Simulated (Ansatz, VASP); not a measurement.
**Cross-check of H69ClO34 between VASP and Ansatz**

One calculation is typed for both programs; each brings its own data sets. How far apart do they land? The cell is taken from a series of runs on this material, whose earlier steps may have relaxed, scaled, displaced or heated it; both programs get it as it stands.

Main program and level: Ansatz 0.2.0; plane waves, with VASP 6.6.1 beside it; single point at PBEsol.

## (1) The structure

The cell holds 208 atoms: 68 O, 138 H and 2 Cl. Its edges and angles: a = 12.799 Å, b = 12.799 Å, c = 12.799 Å, α = 90.0°, β = 90.0°, γ = 90.0°.

## (2) VASP: single point, PBEsol

A single point gives forces, pressure and levels at one fixed geometry, so differences don't come from the geometry; what else differs is listed under the comparison.

Lines of VASP's logs that name or quote its potential files are left out, and so is its time.

INCAR

```
SYSTEM = H69ClO34
PREC = Accurate
ENCUT = 600
EDIFF = 1E-06
NELM = 120
ISMEAR = 0
SIGMA = 0.01
LREAL = Auto
ALGO = Normal
GGA = PS
NBANDS = 425
LORBIT = 11
LWAVE = .FALSE.
LCHARG = .FALSE.
ISIF = 2
LASPH = .TRUE.
GGA_COMPAT = .FALSE.
EFERMI = MIDGAP
```

POSCAR

```
H69ClO34
1.0
   12.7988100000      0.0000000000      0.0000000000
    0.0000000000     12.7988100000      0.0000000000
    0.0000000000      0.0000000000     12.7988100000
O H Cl
68 138 2
Direct
    0.3390400000      0.3823000000      0.5880000000
    0.9425700000      0.6807700000      0.2671300000
    0.3582400000      0.9673900000      0.0115100000
    0.3221100000      0.9696100000      0.3629700000
    0.3658500000      0.1799300000      0.0841300000
    0.0364300000      0.3008500000      0.7558500000
    0.0863800000      0.5983300000      0.5195600000
    0.9409800000      0.8381700000      0.4075100000
    0.6551300000      0.5357100000      0.5859600000
    0.0017400000      0.6309200000      0.8697200000
    0.2073100000      0.5972800000      0.8670300000
    0.1022200000      0.8277500000      0.2148900000
    0.7211300000      0.8531600000      0.9183900000
    0.9231800000      0.1089500000      0.7596600000
    0.6184500000      0.8938000000      0.2267200000
    0.0688000000      0.4621600000      0.2463000000
    0.4741200000      0.3558900000      0.9955900000
    0.4189300000      0.1006500000      0.6904900000
    0.3304000000      0.4293200000      0.8638500000
    0.8752600000      0.6172400000      0.6867900000
    0.8273100000      0.8664900000      0.2022000000
    0.8274700000      0.4115300000      0.5535700000
    0.0514400000      0.9600700000      0.7030400000
    0.7425400000      0.6240900000      0.3225600000
    0.5635700000      0.9467400000      0.0286300000
    0.3045600000      0.2433300000      0.2796000000
    0.0614800000      0.8481200000      0.0023900000
    0.4642500000      0.6060700000      0.8285400000
    0.5240400000      0.3932900000      0.6852700000
    0.5983700000      0.7339800000      0.5427900000
[... 172 atom lines left out ...]
    0.3318400000      0.6559600000      0.6142900000
    0.2220000000      0.6242900000      0.5576200000
    0.0854600000      0.3779800000      0.9998100000
    0.9697200000      0.4240800000      0.9722700000
    0.7997400000      0.1540900000      0.5571500000
    0.5106800000      0.6723600000      0.1935700000
```

KPOINTS

```
Automatic mesh
0
Gamma
1 1 1
0 0 0
```

Potentials, in the order of the species: O, H and Cl (PBE family, release 64).

On the command line:

```console
> export OMP_NUM_THREADS=4
> mpirun -np 1 vasp_gam
```

Numbers of over 12 decimals in the logs are rounded to 6 here.

What it wrote:

```text
[banner, memory and clock lines left out]
running    1 mpi-ranks, on    1 nodes
[...]
Offloading initialized ...    1 GPUs detected
[...]
|                                                                             |
|               ----> ADVICE to this user running VASP <----                  |
|                                                                             |
|     You enforced a specific xc type in the INCAR file but a different       |
|     [... a line on the potential file left out ...]
|     I HOPE YOU KNOW WHAT YOU ARE DOING!                                     |
|                                                                             |

 LDA part: xc-table for (Slater+PW92), standard interpolation
 POSCAR, INCAR and KPOINTS ok, starting setup
[...]
entering main loop
       N       E                     dE             d eps       ncg     rms          rms(c)
DAV:   1     0.473025825782E+04    0.47303E+04   -0.32736E+05   890   0.138E+03
DAV:   2    -0.578344698158E+03   -0.53086E+04   -0.50400E+04  1051   0.317E+02
DAV:   3    -0.110105807054E+04   -0.52271E+03   -0.51861E+03  1060   0.102E+02
DAV:   4    -0.111024124230E+04   -0.91832E+01   -0.91561E+01  1028   0.148E+01
[...]
DAV:  17    -0.102002557919E+04   -0.13650E-04   -0.17322E-04   956   0.251E-02    0.191E-02
DAV:  18    -0.102002557994E+04   -0.75181E-06   -0.28788E-05   980   0.110E-02    0.832E-03
DAV:  19    -0.102002558077E+04   -0.82974E-06   -0.69547E-06   972   0.828E-03
   1 F= -.10200256E+04 E0= -.10200256E+04  d E =0.000000E+00
```

From OUTCAR (step 2):

```text
  FREE ENERGIE OF THE ION-ELECTRON SYSTEM (eV)
  ---------------------------------------------------
  free  energy   TOTEN  =     -1020.0255807687 eV

  energy  without entropy=    -1020.0255807687  energy(sigma->0) =    -1020.02558077
```

The run ends at a pressure of -2.43 GPa, with forces up to 3.0 eV/Å.

## (3) Ansatz: single point, PBEsol

Ansatz runs on its default PAW (the set named soft_2) files.

The same cell, functional and mesh now go to Ansatz, which takes its cutoff from its data sets.

input.yaml

```yaml
crystal:
  lattice:
    - [12.79881, 0.0, 0.0]
    - [0.0, 12.79881, 0.0]
    - [0.0, 0.0, 12.79881]
  atoms:
    - { symbol: O, position: [0.33904, 0.3823, 0.588] }
    - { symbol: H, position: [0.39201, 0.39336, 0.64218] }
    - { symbol: H, position: [0.31339, 0.45822, 0.58035] }
    - { symbol: H, position: [0.37646, 0.36371, 0.52466] }
    - { symbol: O, position: [0.94257, 0.68077, 0.26713] }
    - { symbol: H, position: [0.86726, 0.6638, 0.2768] }
    - { symbol: H, position: [0.94642, 0.69223, 0.19213] }
    - { symbol: H, position: [0.95568, 0.75117, 0.30117] }
    - { symbol: O, position: [0.35824, 0.96739, 0.01151] }
    - { symbol: H, position: [0.43253, 0.9434, 0.01471] }
    - { symbol: H, position: [0.35347, 0.0409, 0.03755] }
    - { symbol: O, position: [0.32211, 0.96961, 0.36297] }
    - { symbol: H, position: [0.30977, 0.98529, 0.43851] }
    - { symbol: H, position: [0.27146, 0.01008, 0.31936] }
    - { symbol: O, position: [0.36585, 0.17993, 0.08413] }
    - { symbol: H, position: [0.30649, 0.21195, 0.04468] }
    - { symbol: H, position: [0.34833, 0.1777, 0.16024] }
    - { symbol: O, position: [0.03643, 0.30085, 0.75585] }
    - { symbol: H, position: [0.98682, 0.24153, 0.74472] }
    - { symbol: H, position: [0.02502, 0.33137, 0.82686] }
    - { symbol: O, position: [0.08638, 0.59833, 0.51956] }
    - { symbol: H, position: [0.09944, 0.52586, 0.54568] }
    - { symbol: H, position: [0.01533, 0.62173, 0.54211] }
    - { symbol: O, position: [0.94098, 0.83817, 0.40751] }
    - { symbol: H, position: [0.94912, 0.81614, 0.48203] }
    - { symbol: H, position: [0.92733, 0.91504, 0.40442] }
    - { symbol: O, position: [0.65513, 0.53571, 0.58596] }
    - { symbol: H, position: [0.723, 0.49793, 0.57754] }
    - { symbol: H, position: [0.66339, 0.60969, 0.56223] }
    - { symbol: O, position: [0.00174, 0.63092, 0.86972] }
[... 172 atom lines left out ...]
    - { symbol: H, position: [0.222, 0.62429, 0.55762] }
    - { symbol: O, position: [0.02127, 0.36753, 0.9565] }
    - { symbol: H, position: [0.08546, 0.37798, 0.99981] }
    - { symbol: H, position: [0.96972, 0.42408, 0.97227] }
    - { symbol: Cl, position: [0.79974, 0.15409, 0.55715] }
    - { symbol: Cl, position: [0.51068, 0.67236, 0.19357] }
kpoints:
  mp_grid: { grid: [1, 1, 1] }
hamiltonian:
  xc: pbesol
scf:
  occupations: { method: fixed }
output:
  forces: true
  stress: true
  populations: true
  dos:
    method: { smearing: { sigma: 0.15 } }
    de: 0.1
    projected: { site_lists: { Cl: [Cl], H: [H], O: [O] } }
  eigenvalues: true
  write_density: true
  write_potential: true
  volumetric_format: npy
```

On the command line:

```console
> ansatz run input.yaml --threads 8 --pin off --max-ram 15872MiB --backend cpu --events-out ev --progress --plain --runs-dir out
```

What it wrote:

```text
Engine: ansatz 0.2.0, aarch64-unknown-linux-gnu
Pseudopotentials: kind: paw
Pseudopotential: O, paw, valence charge 6, recommended cutoff 420 eV (normal), O.paw.azcp
Pseudopotential: H, paw, valence charge 1, recommended cutoff 420 eV (normal), H.paw.azcp
Pseudopotential: Cl, paw, valence charge 7, recommended cutoff 420 eV (normal), Cl.paw.azcp
Functional definition: PBEsol
  exchange = pbesol_x
  correlation = pbesol_c
Crystal: 208 atoms, lattice volume = 2096.567 Å³
Basis set: ecut = 420 eV, 40843 PW (Γ), exchange–correlation on 180×180×180 points (8 copies of the dense FFT grid, shifted against one another)
Bands: 488, of which v1, the nominal top of the filled ones, is band 280 counted from 1 (279 counted from 0)
Symmetry: 1 space group operations
Space group: P1 (ITA 1), of the structure as read, at distance tolerance 1.3e-4 Å
k-points: 1
Non-local potential: O, projectors of the file, l = 0: 2, l = 1: 2, l = 2: 1
Non-local potential: H, projectors of the file, l = 0: 2, l = 1: 1
Non-local potential: Cl, projectors of the file, l = 0: 2, l = 1: 2, l = 2: 2
PAW form: soft (Blöchl's): semilocal exchange-correlation on the pseudo side does not see the compensation charge
PAW frozen core: O, regenerated for the run's functional, and the local potential with it (the file was generated under x = pbe(κ = 0.804, μ = 0.219515), c = pbe(β = 0.066725))
PAW frozen core: Cl, regenerated for the run's functional, and the local potential with it (the file was generated under x = pbe(κ = 0.804, μ = 0.219515), c = pbe(β = 0.066725))
PAW one-centre angular grid: O, 110 points (default); XC on 64 Gauss nodes
PAW one-centre angular grid: H, 110 points (default); XC on 64 Gauss nodes
PAW one-centre angular grid: Cl, 110 points (default); XC on 64 Gauss nodes
Initial density: superposition of atomic densities (neutral atoms: chi_scale 0, normalization atom), corrected by the library's trained network
Initial wavefunctions: pseudopotential atomic-orbital guess
Functional: x = pbesol(κ = 0.804, μ = 0.123457), c = pbesol(β = 0.046)
SCF iter   1: F=—  HF=-42453.235886 eV  |F-HF|=—  |Δ(HF+E_count)|=         —  Δρ=5.93e-3  dr2=6.02e-1  ethr=1.77e-3  ⟨swp⟩=5.0  Hψ=1742  notcnv=0  defer=205
preconditioner: auto → Resta (q_TF=auto, 2.189 Å⁻¹)  ε∞=2.2  [insulator: Δε(μ)=4.004 eV  Ē_g=17.587 eV  n_scr=364 (ndim 8)  ℏωp=19.2 eV  f_vac=0.270  ε∞_Penn≈2.2]
SCF iter   2: F=—  HF=-42453.034902 eV  |F-HF|=—  |Δ(HF+E_count)|=   2.01e-1  Δρ=2.31e-3  dr2=8.95e-2  ethr=1.08e-4  ⟨swp⟩=2.0  Hψ=771  notcnv=0  defer=206
SCF iter   3: F=—  HF=-42453.009275 eV  |F-HF|=—  |Δ(HF+E_count)|=   2.56e-2  Δρ=1.01e-3  dr2=2.29e-2  ethr=1.60e-5  ⟨swp⟩=3.0  Hψ=568  notcnv=0  defer=206
SCF iter   4: F=—  HF=-42453.007655 eV  |F-HF|=—  |Δ(HF+E_count)|=   1.62e-3  Δρ=2.50e-4  dr2=1.27e-3  ethr=4.10e-6  ⟨swp⟩=3.0  Hψ=499  notcnv=0  defer=206
SCF iter   5: F=—  HF=-42453.007965 eV  |F-HF|=—  |Δ(HF+E_count)|=   3.10e-4  Δρ=1.60e-4  dr2=4.26e-4  ethr=2.27e-7  ⟨swp⟩=2.0  Hψ=842  notcnv=0  defer=206
SCF iter   6: F=—  HF=-42453.007992 eV  |F-HF|=—  |Δ(HF+E_count)|=   2.72e-5  Δρ=3.53e-5  dr2=2.62e-5  ethr=7.61e-8  ⟨swp⟩=2.0  Hψ=565  notcnv=0  defer=201
SCF iter   7: F=—  HF=-42453.008169 eV  |F-HF|=—  |Δ(HF+E_count)|=   1.77e-4  Δρ=1.13e-5  dr2=2.29e-6  ethr=4.68e-9  ⟨swp⟩=2.0  Hψ=565  notcnv=0  defer=201
SCF iter   8: F=—  HF=-42453.008173 eV  |F-HF|=—  |Δ(HF+E_count)|=   3.36e-6  Δρ=6.37e-6  dr2=6.54e-7  ethr=4.09e-10  ⟨swp⟩=2.0  Hψ=567  notcnv=0  defer=201
SCF iter   9: F=-42453.008173 eV  HF=-42453.008173 eV  |F-HF|=5.07e-8  |Δ(HF+E_count)|=   2.98e-7  Δρ=1.68e-6  dr2=5.95e-8  ethr=1.79e-11  ⟨swp⟩=19.0  Hψ=4830  notcnv=0
SCF 1 converged in 9 iterations: F = -42453.008173 eV  dr2 = 5.95e-8
  greatest PAW one-centre occupation: 0.903 electrons in one spin orbital (limit 2), on the Cl atom at site 206 (counted from 0), in its partial waves of l = 0
[...]
--- Löwdin populations: 208 sites ---
  site symbol       q [e]
     0      O      6.4878
     1      H      0.5761
     2      H      0.5853
     3      H      0.5797
     4      O      6.4803
     5      H      0.5758
     6      H      0.5701
     7      H      0.5771
     8      O      6.7311
     9      H      0.6309
    10      H      0.6169
    11      O      6.6413
    12      H      0.5862
    13      H      0.5877
    14      O      6.6841
    15      H      0.6219
    16      H      0.6112
    17      O      6.6861
    18      H      0.6125
    19      H      0.6143
    20      O      6.6756
    21      H      0.6204
    22      H      0.6043
    23      O      6.7241
[...]
200      O      6.7156
   201      H      0.6217
   202      H      0.6335
   203      O      6.6594
   204      H      0.6077
   205      H      0.5846
   206     Cl      7.4952
   207     Cl      7.5328
  spilling = 0.010705 (of n_electrons = 560.000000)
```

## (4) Comparison

Known differences besides the potentials themselves: fixed occupations in Ansatz, narrow Gaussian smearing in VASP; the cutoff is 420 eV in Ansatz and 600 eV in VASP (PREC = Accurate, projectors in real space); Ansatz makes its cores anew for this functional, VASP keeps those of its PBE data sets. Total energies have different zeros and are not compared.

Both answers:

| quantity | Ansatz | VASP | difference |
| --- | --- | --- | --- |
| pressure (GPa) | -2.38 | -2.43 | +0.05 |
| gap on the k mesh (eV) | 3.912 | 3.884 | +0.028 |

Forces on 9 of the 208 atoms, those with the largest forces and the largest differences (eV/Å; atoms numbered as in POSCAR):

| atom | Ansatz x, y, z | VASP x, y, z |
| --- | --- | --- |
| O1 | -2.250, 1.654, 1.125 | -2.251, 1.683, 1.117 |
| H69 | 1.644, -0.618, 0.809 | 1.702, -0.636, 0.917 |
| H71 | 1.611, -0.455, -1.783 | 1.640, -0.521, -1.887 |
| H73 | 0.094, -0.108, -1.817 | 0.135, -0.124, -1.938 |
| H84 | 1.478, -0.248, -0.403 | 1.407, -0.186, -0.397 |
| H137 | 0.479, -1.258, -0.004 | 0.466, -1.164, 0.019 |
| H138 | 0.257, 0.415, -0.593 | 0.313, 0.345, -0.686 |
| H164 | -0.086, 0.325, -0.505 | 0.027, 0.381, -0.536 |
| H171 | 1.088, 0.798, 0.213 | 1.028, 0.733, 0.201 |

The forces differ by 54 meV/Å r.m.s., which is 11.9 % of the r.m.s. force of 0.454 eV/Å (both taken over all components). A gap on the mesh is an upper bound, since the band edges may lie between its points.

## (5) What came out

| Item | Value |
| --- | --- |
| r.m.s. force difference (single point, PBEsol) | 12 % of the r.m.s. force |

**Reading.** The r.m.s. force difference is 12 % of the r.m.s. force (single point, PBEsol), beyond the 3 % picked in this series as the mark of a large difference. What causes the difference of the single point, PBEsol pair stays open here. Such differences can come from data sets, numerical settings and the points named under the comparisons, not from the functional's error against experiment.

[Lines on the potential files, build, host, timing and source positions are cut from VASP's logs without a mark.]

[Logs are printed without paths, hosts, clocks, repeated set-up lines and the standing remarks that a program may print on its own settings, such as how far it seeks lower states.]

[Hosts, paths, dates, database ids (printed as entryN), source tags and the programs' standing remarks are cut or masked in the printed files.]
